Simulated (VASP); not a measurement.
# TmMnIn (P-6m2) in VASP: runs at scaled volumes

Single points of TmMnIn at other volumes, in PBE.

All numbers are computed with VASP 6.6.1; they aren't measurements. Logs are shortened: lines on timing, memory, paths and dates and some standing lists are left out, and cuts for length are marked.

## 1. The undisturbed crystal

It takes space group P-6m2 (No. 187, hexagonal). Conventional cell: a = 4.748 Å, b = 4.748 Å, c = 3.468 Å, α = 90.00°, β = 90.00°, γ = 120.00°. Tm (site symmetry -6m2) has 6 In at 3.24 Å and 6 Mn at 3.24 Å and 2 Tm at 3.47 Å as nearest neighbours. In (site symmetry -6m2) is surrounded by 3 Mn at 2.74 Å. Around Mn (site symmetry -6m2) lie 3 In at 2.74 Å.

The cell comes from a database or a generator and needn't be the stable form of this composition.

## 2. Equation of state, PBE, collinear spin, ferromagnetic start, 21.67 Å³/atom (volume scaled by 0.96)

INCAR reads:

```
  PREC = Accurate
  ENCUT = 520
  EDIFF = 1E-7
  ISMEAR = -1
  SIGMA = 0.05
  LREAL = F
  LASPH = T
  NELM = 100
  ALGO = Normal
  ISIF = 2
  LWAVE = F
  LCHARG = F
  ISPIN = 2
  MAGMOM = 2 0 4
  LORBIT = 11
  LMAXMIX = 6
  GGA = PE
  NBANDS = 36
```

KPOINTS reads:

```
regular mesh
0
Gamma
  7 7 8
```

POSCAR reads:

```
TmMnIn
1.0
    4.6840866424      0.0000000000      0.0000000000
   -2.3420433211      4.0565380258      0.0000000000
    0.0000000000      0.0000000000      3.4214411187
Tm In Mn
1 1 1
Direct
    0.6666666667      0.3333333333      0.0000000000
    0.3333333333      0.6666666667      0.5000000000
    0.0000000000      0.0000000000      0.5000000000
```

Potentials or basis: VASP PAW PBE potentials, release 64 (Tm, In_d, Mn_pv).

Launch:

```bash
$ cat potpaw_PBE.64/Tm/POTCAR potpaw_PBE.64/In_d/POTCAR potpaw_PBE.64/Mn_pv/POTCAR > POTCAR
$ mpirun -np 1 vasp_std > vasp.out
```

OUTCAR:

```text
PREC = Accurate
   ENCUT = 520
   EDIFF = 1E-7
   ISMEAR = -1
   LREAL = F
   LASPH = T
   NELM = 100
   ISIF = 2
   ISPIN = 2
   LORBIT = 11
   GGA = PE

 Found     40 irreducible k-points:

 Following reciprocal coordinates:
            Coordinates               Weight
  0.000000  0.000000  0.000000      1.000000
  0.142857  0.000000  0.000000      6.000000
  0.285714  0.000000  0.000000      6.000000
  0.428571  0.000000  0.000000      6.000000
  0.142857  0.142857  0.000000      6.000000
  0.285714  0.142857  0.000000     12.000000
   k-points           NKPTS =     40   k-points in BZ     NKDIM =     40   number of bands    NBANDS=     36
   number of dos      NEDOS =    301   number of ions     NIONS =      3
   total plane-waves  NPLWV =  36288
   dimension x,y,z NGX =    36 NGY =   36 NGZ =   28
   dimension x,y,z NGXF=    72 NGYF=   72 NGZF=   56
   ions per type =               1   1   1
   NGX,Y,Z   is equivalent  to a cutoff of  12.78, 12.78, 13.61 a.u.
   NGXF,Y,Z  is equivalent  to a cutoff of  25.55, 25.55, 27.21 a.u.
 SYSTEM =  unknown system
   PREC   = accura    normal or accurate (medium, high low for compatibility)
   ISTART =      0    job   : 0-new  1-cont  2-samecut
   ICHARG =      2    charge: 1-file 2-atom 10-const
   ISPIN  =      2    spin polarized calculation?
   LNONCOLLINEAR =      F non collinear calculations
   LSORBIT =      F    spin-orbit coupling
   LASPH  =      T    aspherical Exc in radial PAW
   ENCUT  =  520.0 eV  38.22 Ry    6.18 a.u.   8.71  8.71  6.36*2*pi/ulx,y,z
   NELM   =    100;   NELMIN=  2; NELMDL= -5     # of ELM steps
   EDIFF  = 0.1E-06   stopping-criterion for ELM
   LREAL  =      F    real-space projection
   EDIFFG = 0.1E-05   stopping-criterion for IOM
   NSW    =      0    number of steps for IOM
   IBRION =     -1    ionic relax: 0-MD 1-quasi-New 2-CG
   NFREE  =      0    steps in history (QN), initial steepest desc. (CG)
   ISIF   =      2    stress and relaxation
   ISYM   =      2    0-nonsym 1-usesym 2-fastsym
   POTIM  = 0.5000    time-step for ionic-motion
   TEBEG  =    0.0;   TEEND  =   0.0 temperature during run
   PSTRESS=    0.0 pullay stress
   NELECT =      49.0000    total number of electrons
   NUPDOWN=      -1.0000    fix difference up-down
   EMIN   =  10.00;   EMAX   =-10.00  energy-range for DOS
   EFERMI =   0.00;   METHOD = LEGACY
   ISMEAR =    -1;   SIGMA  =   0.05  broadening in eV -4-tet -1-fermi 0-gaus
   EFERMI_NEDOS =   21; number of points for ismear=-14 and -15
   IALGO  =     38    algorithm
   IMIX   =      4    mixing-type and parameters
     AMIX     =   0.40;   BMIX     =  1.00
     AMIX_MAG =   1.60;   BMIX_MAG =  1.00
  volume/ion in A,a.u.               =      21.67       146.24
  Fermi-wavevector in a.u.,A,eV,Ry     =   1.489854  2.815416 30.200370  2.219665
  Thomas-Fermi vector in A             =   2.602710
   LORBIT       =     11    0 simple, 1 ext, 2 COOP (PROOUT), +10 PAW based schemes
   GGA     = PE    functional components
   LHFCALC =     F    Hartree Fock is set to
   AEXX    =    0.0000 exact exchange contribution
   IVDW    =     0    specifies the selected vdW correction
   LEPSILON=     F    determine dielectric tensor
   LRPA    =     F    only Hartree local field effects (RPA)
 spin polarized calculation
  energy-cutoff  :      520.00
  volume of cell :       65.01
 maximum number of plane-waves:      1766
 NGX is ok and might be reduce to    36
   NGX = 17   NGY = 17   NGZ = 13

 number of electron      49.0000008 magnetization       5.1454508

 Free energy of the ion-electron system (eV)
  ---------------------------------------------------
  ext. energy  EPLUGINS =         0.00000000
  ---------------------------------------------------
  free energy    TOTEN  =       -15.71461478 eV

  energy without entropy =      -15.64118929  energy(sigma->0) =      -15.67790203

 E-fermi :   5.7300     XC(G=0): -11.0998

 val. band max:        5.7294925870   @ k =   0.1429   0.0000   0.3750
 cond. band min:       5.7325450383   @ k =   0.0000   0.0000   0.5000
 fundamental gap:      0.0030524513
 Fermi energy:         5.7300294516

 spin component 1

 k-point     1 :       0.0000    0.0000    0.0000
  band No.  band energies     occupation
      1     -44.5927      1.00000
      2     -44.1001      1.00000
      3     -44.0897      1.00000
      4     -44.0897      1.00000
      5     -17.8058      1.00000
      6     -17.8058      1.00000
[... 28 lines left out ...]
     35      14.0803      0.00000
     36      14.4408      0.00000

 k-point     2 :       0.1429    0.0000    0.0000
  band No.  band energies     occupation
      1     -44.5929      1.00000
      2     -44.1001      1.00000
      3     -44.0897      1.00000
      4     -44.0895      1.00000
      5     -17.8119      1.00000
      6     -17.8067      1.00000
[... 28 lines left out ...]
     35      14.2994      0.00000
     36      14.9352      0.00000

 k-point     3 :       0.2857    0.0000    0.0000
  band No.  band energies     occupation
      1     -44.5933      1.00000
      2     -44.1001      1.00000
      3     -44.0897      1.00000
      4     -44.0889      1.00000
      5     -17.8254      1.00000
      6     -17.8089      1.00000
[... 28 lines left out ...]
     35      14.4710      0.00000
     36      15.9170      0.00000

 k-point     4 :       0.4286    0.0000    0.0000
  band No.  band energies     occupation
      1     -44.5936      1.00000
      2     -44.1001      1.00000
      3     -44.0897      1.00000
      4     -44.0885      1.00000
      5     -17.8362      1.00000
      6     -17.8107      1.00000
[... 28 lines left out ...]
     35      14.8319      0.00000
     36      15.7237      0.00000

 k-point     5 :       0.1429    0.1429    0.0000
  band No.  band energies     occupation
      1     -44.5932      1.00000
      2     -44.1001      1.00000
      3     -44.0898      1.00000
      4     -44.0891      1.00000
      5     -17.8207      1.00000
      6     -17.8092      1.00000
[... 28 lines left out ...]
     35      14.3060      0.00000
     36      15.7660      0.00000

 k-point     6 :       0.2857    0.1429    0.0000
  band No.  band energies     occupation
      1     -44.5936      1.00000
      2     -44.1001      1.00000
      3     -44.0898      1.00000
      4     -44.0885      1.00000
      5     -17.8309      1.00000
      6     -17.8131      1.00000
[... 28 lines left out ...]
     35      14.4616      0.00000
     36      15.4957      0.00000

 [... further k-points ...]

 spin component 2

 k-point     1 :       0.0000    0.0000    0.0000
  band No.  band energies     occupation
      1     -44.0019      1.00000
      2     -40.3181      1.00000
      3     -40.3181      1.00000
      4     -40.2369      1.00000
      5     -17.4092      1.00000
      6     -17.4092      1.00000
[... 28 lines left out ...]
     35      14.4781      0.00000
     36      14.8517      0.00000

 k-point     2 :       0.1429    0.0000    0.0000
  band No.  band energies     occupation
      1     -44.0018      1.00000
      2     -40.3181      1.00000
      3     -40.3181      1.00000
      4     -40.2368      1.00000
      5     -17.4157      1.00000
      6     -17.4102      1.00000
[... 28 lines left out ...]
     35      14.7088      0.00000
     36      15.3952      0.00000

 k-point     3 :       0.2857    0.0000    0.0000
  band No.  band energies     occupation
      1     -44.0017      1.00000
      2     -40.3181      1.00000
      3     -40.3181      1.00000
      4     -40.2369      1.00000
      5     -17.4303      1.00000
      6     -17.4125      1.00000
[... 28 lines left out ...]
     35      14.9078      0.00000
     36      16.2797      0.00000

 k-point     4 :       0.4286    0.0000    0.0000
  band No.  band energies     occupation
      1     -44.0016      1.00000
      2     -40.3181      1.00000
      3     -40.3181      1.00000
      4     -40.2368      1.00000
      5     -17.4418      1.00000
      6     -17.4144      1.00000
[... 28 lines left out ...]
     35      15.1875      0.00000
     36      16.1775      0.00000

 k-point     5 :       0.1429    0.1429    0.0000
  band No.  band energies     occupation
      1     -44.0018      1.00000
      2     -40.3182      1.00000
      3     -40.3180      1.00000
      4     -40.2369      1.00000
      5     -17.4253      1.00000
      6     -17.4129      1.00000
[... 28 lines left out ...]
     35      14.7663      0.00000
     36      16.1340      0.00000

 k-point     6 :       0.2857    0.1429    0.0000
  band No.  band energies     occupation
      1     -44.0017      1.00000
      2     -40.3182      1.00000
      3     -40.3179      1.00000
      4     -40.2368      1.00000
      5     -17.4362      1.00000
      6     -17.4170      1.00000
[... 28 lines left out ...]
     35      14.9424      0.00000
     36      15.7160      0.00000

 [... further k-points ...]

------------------------ aborting loop because EDIFF is reached ----------------------------------------

  FORCE on cell =-STRESS in cart. coord.  units (eV):
  Direction    XX          YY          ZZ          XY          YZ          ZX
  --------------------------------------------------------------------------------------
  -------------------------------------------------------------------------------------
  Total        2.3884885      2.3884885      1.1802604      0.0000000     -0.0000000      0.0000000
  in kB       58.8632456     58.8632456     29.0869962      0.0000000     -0.0000000      0.0000000
  external PRESSURE =      48.9378291 kB  Pullay stress =       0.0000000 kB

 VOLUME and BASIS-vectors are now :
 -----------------------------------------------------------------------------
  energy-cutoff  :      520.00
  volume of cell :       65.01
      direct lattice vectors                 reciprocal lattice vectors
     4.684086642  0.000000000  0.000000000     0.213488792  0.123257812  0.000000000
    -2.342043321  4.056538026  0.000000000     0.000000000  0.246515623  0.000000000
     0.000000000  0.000000000  3.421441119     0.000000000  0.000000000  0.292274502

 POSITION                                       TOTAL-FORCE (eV/Angst)
 -----------------------------------------------------------------------------------
      2.34204      1.35218      0.00000        -0.000000     -0.000000      0.000000
     -0.00000      2.70436      1.71072         0.000000     -0.000000      0.000000
      0.00000      0.00000      1.71072         0.000000      0.000000      0.000000
 -----------------------------------------------------------------------------------
    total drift:                               -0.000001      0.000001      0.000000

  FREE ENERGIE OF THE ION-ELECTRON SYSTEM (eV)
  ---------------------------------------------------
  free  energy   TOTEN  =       -15.7146147757 eV

  energy  without entropy=      -15.6411892938  energy(sigma->0) =      -15.67790203

 total charge

# of ion       s       p       d       f       tot
--------------------------------------------------
    1        2.149   5.999   0.461  12.436  21.044
    2        0.923   0.877   9.831   0.000  11.631
    3        0.337   6.205   4.950   0.000  11.492
--------------------------------------------------
tot          3.410  13.081  15.241  12.436  44.167

 magnetization (x)

# of ion       s       p       d       f       tot
--------------------------------------------------
    1       -0.009  -0.018  -0.035   1.402   1.340
    2       -0.010  -0.033   0.009   0.000  -0.035
    3        0.042   0.042   3.563   0.000   3.648
--------------------------------------------------
tot          0.022  -0.009   3.537   1.402   4.953
```

Run time: 13 min. Hardware: 1 thread of AMD EPYC 7R43 (Zen 3), shared host; peak memory 0.32 GiB.

Results:

```yaml
Free_energy: -15.7146 eV
Pressure: 4.9 GPa
Band_gap_on_the_k_mesh: none (metal or under the smearing width)
Net_moment: 5.15 μB per cell
Site_moments: Tm +1.34; In -0.04; Mn +3.65 μB
Valence_electrons_inside_the_program's_atomic_spheres: Tm 21.04; In 11.63; Mn 11.49
```

Caveat: the magnetic or orbital state may not be the lowest; spin-orbit coupling is left out, which moves the levels of the heavy elements; without U or exact exchange the open f shell lies at the Fermi level, which spoils levels, moments and volumes.
